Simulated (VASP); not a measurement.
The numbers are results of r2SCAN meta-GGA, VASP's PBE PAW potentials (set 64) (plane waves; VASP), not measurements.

Input for VASP

File KPOINTS:
```
Automatic mesh
0
Gamma
13 13 13
0 0 0
```

INCAR:
```
SYSTEM = WC
PREC = Accurate
ENCUT = 520
EDIFF = 1E-6
NELM = 100
ALGO = Normal
LREAL = .FALSE.
LASPH = .TRUE.
ISMEAR = 1
SIGMA = 0.1
METAGGA = R2SCAN
LMIXTAU = .TRUE.
LMAXMIX = 6
LWAVE = .FALSE.
LCHARG = .FALSE.
IBRION = 2
ISIF = 3
NSW = 60
EDIFFG = -0.01
```

POSCAR:
```
WC
1
   -0.0000000000     2.1861841572     2.1861841572
    2.1861841572     0.0000000000     2.1861841572
    2.1861841572     2.1861841572     0.0000000000
C W
1 1
Direct
  0.0000000000   0.0000000000   0.0000000000
  0.5000000000   0.5000000000   0.5000000000
```

POTCAR, in this order: C W_sv (PBE.64 set). Program: vasp_std.

The resulting files:

OSZICAR:
```
       N       E                     dE             d eps       ncg     rms          rms(c)
DAV:   1     0.906622779352E+02    0.90662E+02   -0.11890E+04  2184   0.164E+03
DAV:   2    -0.634887873420E+02   -0.15415E+03   -0.15021E+03  2434   0.408E+02
DAV:   3    -0.681420021307E+02   -0.46532E+01   -0.45839E+01  2653   0.658E+01
DAV:   4    -0.681916593978E+02   -0.49657E-01   -0.49641E-01  2389   0.713E+00
DAV:   5    -0.681921416795E+02   -0.48228E-03   -0.48227E-03  2627   0.699E-01    0.334E+01
DAV:   6    -0.599996667065E+02    0.81925E+01   -0.12635E+01  2477   0.395E+01    0.601E+00
DAV:   7    -0.605554952719E+02   -0.55583E+00   -0.57915E-01  2249   0.818E+00    0.574E+00
DAV:   8    -0.604311451382E+02    0.12435E+00   -0.28987E-01  2444   0.533E+00    0.130E+00
DAV:   9    -0.606239900928E+02   -0.19284E+00   -0.11966E-01  2384   0.338E+00    0.731E-01
DAV:  10    -0.606229854664E+02    0.10046E-02   -0.20434E-02  2354   0.116E+00    0.344E-01
DAV:  11    -0.606267981842E+02   -0.38127E-02   -0.10003E-03  2339   0.372E-01    0.209E-01
DAV:  12    -0.606276123970E+02   -0.81421E-03   -0.84885E-04  2284   0.325E-01    0.626E-02
DAV:  13    -0.606277311135E+02   -0.11872E-03   -0.28768E-04  2604   0.142E-01    0.317E-02
DAV:  14    -0.606277455188E+02   -0.14405E-04   -0.10822E-05  2434   0.328E-02    0.321E-02
DAV:  15    -0.606277454017E+02    0.11705E-06   -0.81512E-06  2459   0.258E-02
   1 F= -.60627745E+02 E0= -.60627838E+02  d E =-.606277E+02
       N       E                     dE             d eps       ncg     rms          rms(c)
DAV:   1    -0.606282247821E+02   -0.47926E-03   -0.11738E-02  2319   0.160E+00    0.286E-01
DAV:   2    -0.606278114213E+02    0.41336E-03   -0.10322E-03  2364   0.393E-01    0.590E-02
DAV:   3    -0.606277817255E+02    0.29696E-04   -0.79722E-05  2429   0.104E-01    0.215E-02
DAV:   4    -0.606277656191E+02    0.16106E-04   -0.38390E-05  2689   0.605E-02    0.192E-02
DAV:   5    -0.606277661879E+02   -0.56881E-06   -0.17847E-05  2219   0.493E-02    0.929E-03
DAV:   6    -0.606277744070E+02   -0.82191E-05   -0.79084E-06  2219   0.326E-02    0.195E-03
DAV:   7    -0.606277755785E+02   -0.11715E-05   -0.39795E-07  1107   0.612E-03    0.276E-04
DAV:   8    -0.606277753373E+02    0.24125E-06   -0.36973E-08  1097   0.219E-03
   2 F= -.60627775E+02 E0= -.60627865E+02  d E =-.299355E-04
       N       E                     dE             d eps       ncg     rms          rms(c)
DAV:   1    -0.606278067262E+02   -0.31148E-04   -0.54730E-04  2329   0.345E-01    0.632E-02
DAV:   2    -0.606277880373E+02    0.18689E-04   -0.50237E-05  2404   0.863E-02    0.131E-02
DAV:   3    -0.606277847943E+02    0.32431E-05   -0.37737E-06  2336   0.220E-02    0.452E-03
DAV:   4    -0.606277852787E+02   -0.48447E-06   -0.15609E-06  1645   0.130E-02
   3 F= -.60627785E+02 E0= -.60627876E+02  d E =-.398770E-04
```

**OUTCAR**
```
------------------------ aborting loop because EDIFF is reached ----------------------------------------
  FORCE on cell =-STRESS in cart. coord.  units (eV):
  Direction    XX          YY          ZZ          XY          YZ          ZX
  --------------------------------------------------------------------------------------
  Total        0.0191143      0.0191143      0.0191143      0.0000000      0.0000000     -0.0000000
  in kB        1.4675822      1.4675822      1.4675822      0.0000000      0.0000000     -0.0000000
  external PRESSURE =       1.4675822 kB  Pullay stress =       0.0000000 kB
  volume of cell :       20.87
      direct lattice vectors                 reciprocal lattice vectors
    -0.000000000  2.185138617  2.185138617    -0.228818436  0.228818436  0.228818436
     2.185138617  0.000000000  2.185138617     0.228818436 -0.228818436  0.228818436
     2.185138617  2.185138617  0.000000000     0.228818436  0.228818436 -0.228818436
 POSITION                                       TOTAL-FORCE (eV/Angst)
 -----------------------------------------------------------------------------------
     -0.00000      0.00000      0.00000         0.000000      0.000000      0.000000
      2.18514      2.18514      2.18514         0.000000     -0.000000     -0.000000
 -----------------------------------------------------------------------------------
    total drift:                                0.000000     -0.000000      0.000000
  FREE ENERGIE OF THE ION-ELECTRON SYSTEM (eV)
  ---------------------------------------------------
  free  energy   TOTEN  =       -60.6277852787 eV

  energy  without entropy=      -60.6280563393  energy(sigma->0) =      -60.62787563

 reached required accuracy - stopping structural energy minimisation
```
(Selected blocks of OUTCAR.)

CONTCAR:
```
WC
   1.00000000000000
    -0.0000000000000000    2.1851386173715475    2.1851386173715475
     2.1851386173715475    0.0000000000000000    2.1851386173715475
     2.1851386173715475    2.1851386173715475    0.0000000000000000
  C               W
     1     1
Direct
     0.0000000000000000    0.0000000000000000    0.0000000000000000
     0.5000000000000000    0.5000000000000000    0.5000000000000000
```

OUTCAR:
```
 val. band max:       12.5258423762   @ k =   0.2308   0.0000   0.0000

 cond. band min:      12.6572990634   @ k =   0.3077   0.2308   0.0769


 Fermi energy:        12.5391028373

 k-point     1 :       0.0000    0.0000    0.0000
  band No.  band energies     occupation
      1     -64.8903      2.00000
      2     -28.2236      2.00000
      3     -28.2236      2.00000
      4     -28.2236      2.00000
      5      -4.2407      2.00000
      6       9.6806      2.00000
      7       9.6806      2.00000
      8       9.6806      2.00000
      9      11.3827      2.00000
     10      11.3827      2.00000
     11      11.3827      2.00000
     12      11.5318      2.00000
     13      11.5318      2.00000

 k-point     2 :       0.0769    0.0000    0.0000
  band No.  band energies     occupation
      1     -64.8878      2.00000
      2     -28.2625      2.00000
      3     -28.2277      2.00000
      4     -28.2277      2.00000
      5      -4.0670      2.00000
      6       9.0418      2.00000
      7       9.4425      2.00000
      8       9.4425      2.00000
      9      10.3308      2.00000
     10      10.3308      2.00000
     11      11.6746      2.00000
     12      13.1661     -0.00000
     13      13.1661     -0.00000

 k-point     3 :       0.1538    0.0000    0.0000
  band No.  band energies     occupation
      1     -64.8808      2.00000
      2     -28.3691      2.00000
      3     -28.2388      2.00000
      4     -28.2388      2.00000
      5      -3.5644      2.00000
      6       7.7711      2.00000
      7       8.3313      2.00000
      8       8.3313      2.00000
      9      10.5655      2.00000
     10      10.5655      2.00000
     11      12.0902      2.00000
     12      15.0477      0.00000
     13      15.0477      0.00000

 k-point     4 :       0.2308    0.0000    0.0000
  band No.  band energies     occupation
      1     -64.8711      2.00000
      2     -28.5164      2.00000
      3     -28.2545      2.00000
...
```

Unless said otherwise, spin-orbit coupling is left out, though it shifts the bands of the heavy elements here.

The structure was generated: WC was put into the rocksalt type (Fm-3m), which need not be its known phase. This run relaxes it. Symmetry was kept, so distortions that lower it aren't found. The start is the result of an earlier pass. VASP warned that the highest band is occupied, so more bands are needed.
